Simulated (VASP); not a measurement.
# LiBi2I2O2 (P-4m2) in VASP: equation of state, part 2 of 2

VASP 6.6.1. The steps go on from the part before.

### Step 4. Equation of state, PBE, 25.08 Å³/atom (volume scaled by 0.98)

The input, INCAR:

```
ALGO = Normal
EDIFF = 1E-7
ENCUT = 520
GGA = PE
ISIF = 2
ISMEAR = -1
LASPH = True
LCHARG = False
LREAL = False
LWAVE = False
NBANDS = 38
NELM = 80
PREC = Accurate
SIGMA = 0.05
```

The input, KPOINTS:

```
k-points
0
Gamma
  6 6 3
```

The input, POSCAR:

```
LiBi2I2O2
1.0
    4.2044139360      0.0000000000      0.0000000000
    0.0000000000      4.2044139360      0.0000000000
    0.0000000000      0.0000000000      9.9328232932
Bi I O Li
2 2 2 1
Direct
    0.0000000000      0.5000000000      0.1081770000
    0.5000000000      0.0000000000      0.8918230000
    0.5000000000      0.0000000000      0.3224990000
    0.0000000000      0.5000000000      0.6775010000
    0.0000000000      0.0000000000      0.0000000000
    0.5000000000      0.5000000000      0.0000000000
    0.0000000000      0.0000000000      0.5000000000
```

Started as:

```
> cat potpaw_PBE.64/Bi_d/POTCAR potpaw_PBE.64/I/POTCAR potpaw_PBE.64/O/POTCAR potpaw_PBE.64/Li_sv/POTCAR > POTCAR
> mpirun -np 1 vasp_std > vasp.out
```

Run time: 2 min. Hardware: 1 thread of AMD EPYC 7R43 (Zen 3), shared host; peak memory 0.3 GiB.

Results (log left out):

- Free energy: -29.1070 eV
- Largest force: 0.303 eV/Å
- Band gap on the k mesh: none (metal or under the smearing width)

Caveat: the cutoff is under 1.25 times the usual one of these potentials, so pressure, stress and relaxed cells hold a basis-set (Pulay) error; spin-orbit coupling is left out, which moves the levels of the heavy elements; an odd number of electrons without spin polarisation forces a metal; a magnetic or distorted state may lie lower.

### Step 5. Equation of state, PBE, 26.11 Å³/atom (volume scaled by 1.02)

The input, INCAR:

```
ALGO     = Normal         # electronic algorithm
EDIFF    = 1E-7           # SCF threshold, eV
ENCUT    = 520            # plane-wave cutoff, eV
GGA      = PE             # functional
ISIF     = 2              # what is computed and relaxed
ISMEAR   = -1             # smearing method
LASPH    = True           # aspherical terms in the spheres
LCHARG   = False          # write CHGCAR
LREAL    = False          # projectors in reciprocal space
LWAVE    = False          # write WAVECAR
NBANDS   = 38             # bands
NELM     = 80             # most SCF steps
PREC     = Accurate       # precision mode
SIGMA    = 0.05           # smearing width, eV
```

KPOINTS is that of step 4.

Changes to POSCAR since step 4:

```diff
@@ -2,5 +2,5 @@
 1.0
-    4.2044139360      0.0000000000      0.0000000000
-    0.0000000000      4.2044139360      0.0000000000
-    0.0000000000      0.0000000000      9.9328232932
+    4.2608557573      0.0000000000      0.0000000000
+    0.0000000000      4.2608557573      0.0000000000
+    0.0000000000      0.0000000000     10.0661656916
 Bi I O Li
```

Started as:

```
> cat potpaw_PBE.64/Bi_d/POTCAR potpaw_PBE.64/I/POTCAR potpaw_PBE.64/O/POTCAR potpaw_PBE.64/Li_sv/POTCAR > POTCAR
> mpirun -np 1 vasp_std > vasp.out
```

Run time: 1.8 min. Hardware: 1 thread of AMD EPYC 7R43 (Zen 3), shared host; peak memory 0.3 GiB.

Results (log left out):

| Item | Value |
| --- | --- |
| Free energy | -29.1226 eV |
| Largest force | 0.117 eV/Å |
| Band gap on the k mesh | none (metal or under the smearing width) |

Caveat: the cutoff is under 1.25 times the usual one of these potentials, so pressure, stress and relaxed cells hold a basis-set (Pulay) error; spin-orbit coupling is left out, which moves the levels of the heavy elements; an odd number of electrons without spin polarisation forces a metal; a magnetic or distorted state may lie lower.

### Step 6. Equation of state, PBE, 26.62 Å³/atom (volume scaled by 1.04)

The input, INCAR:

```
SYSTEM = LiBi2I2O2
PREC = Accurate
ENCUT = 520
EDIFF = 1E-7
ISMEAR = -1
SIGMA = 0.05
LREAL = .FALSE.
LASPH = .TRUE.
NELM = 80
ALGO = Normal
ISIF = 2
LWAVE = .FALSE.
LCHARG = .FALSE.
GGA = PE
NBANDS = 38
```

The input, KPOINTS:

```
Automatic mesh
0
G
  6 6 3
  0 0 0
```

Changes to POSCAR since step 5:

```diff
@@ -2,5 +2,5 @@
 1.0
-    4.2608557573      0.0000000000      0.0000000000
-    0.0000000000      4.2608557573      0.0000000000
-    0.0000000000      0.0000000000     10.0661656916
+    4.2885244272      0.0000000000      0.0000000000
+    0.0000000000      4.2885244272      0.0000000000
+    0.0000000000      0.0000000000     10.1315322355
 Bi I O Li
```

Potentials or basis: VASP PAW PBE potentials, release 64 (Bi_d, I, O, Li_sv).

Started as:

```
> cat potpaw_PBE.64/Bi_d/POTCAR potpaw_PBE.64/I/POTCAR potpaw_PBE.64/O/POTCAR potpaw_PBE.64/Li_sv/POTCAR > POTCAR
> mpirun -np 1 vasp_std > vasp.out
```

Run time: 1.8 min. Hardware: 1 thread of AMD EPYC 7R43 (Zen 3), shared host; peak memory 0.32 GiB.

It converged, with:

- Free energy: -29.0971 eV
- Largest force: 0.303 eV/Å
- Band gap on the k mesh: none (metal or under the smearing width)

Caveat: the cutoff is under 1.25 times the usual one of these potentials, so pressure, stress and relaxed cells hold a basis-set (Pulay) error; spin-orbit coupling is left out, which moves the levels of the heavy elements; an odd number of electrons without spin polarisation forces a metal; a magnetic or distorted state may lie lower.

### Step 7. Equation of state, PBE, 27.13 Å³/atom (volume scaled by 1.06)

Changes to INCAR since step 6:

```diff
@@ -8,3 +8,3 @@
 LASPH = .TRUE.
-NELM = 80
+NELM = 60
 ALGO = Normal
```

KPOINTS is that of step 6.

Changes to POSCAR since step 6:

```diff
@@ -2,5 +2,5 @@
 1.0
-    4.2885244272      0.0000000000      0.0000000000
-    0.0000000000      4.2885244272      0.0000000000
-    0.0000000000      0.0000000000     10.1315322355
+    4.3158406058      0.0000000000      0.0000000000
+    0.0000000000      4.3158406058      0.0000000000
+    0.0000000000      0.0000000000     10.1960660278
 Bi I O Li
```

Started as:

```
> cat potpaw_PBE.64/Bi_d/POTCAR potpaw_PBE.64/I/POTCAR potpaw_PBE.64/O/POTCAR potpaw_PBE.64/Li_sv/POTCAR > POTCAR
> mpirun -np 1 vasp_std > vasp.out
```

It took 2 min on 1 thread of AMD EPYC 7R43 (Zen 3), shared host; peak memory 0.32 GiB.

The run converged. Its results:

- Free energy: -29.0524 eV
- Largest force: 0.476 eV/Å
- Band gap on the k mesh: none (metal or under the smearing width)

Caveat: the cutoff is under 1.25 times the usual one of these potentials, so pressure, stress and relaxed cells hold a basis-set (Pulay) error; spin-orbit coupling is left out, which moves the levels of the heavy elements; an odd number of electrons without spin polarisation forces a metal; a magnetic or distorted state may lie lower.

### Step 8. Equation of state, PBE

Potentials or basis: VASP PAW PBE potentials, release 64 (Bi_d, I, O, Li_sv).

No new run: the results of the series are fitted here.

Results:

```yaml
Equilibrium_volume: 25.76 Å³/atom
Bulk_modulus_at_fixed_shape_and_positions: 52 GPa
Pressure_derivative_of_the_bulk_modulus: 4.4
```

Energy against volume, from the lowest point:
| volume (Å³/atom) | energy (meV/atom) |
| --- | --- |
| 24.060 | 20.27 |
| 24.571 | 9.43 |
| 25.083 | 2.82 |
| 25.595 | 0.00 |
| 26.107 | 0.59 |
| 26.619 | 4.23 |
| 27.131 | 10.61 |

Caveat: the cutoff is under 1.25 times the usual one of these potentials, so pressure, stress and relaxed cells hold a basis-set (Pulay) error; the cell was scaled at fixed shape and fractional positions, which overstates the stiffness of a crystal with free parameters, most of all of layers and chains; spin-orbit coupling is left out, which moves the levels of the heavy elements.
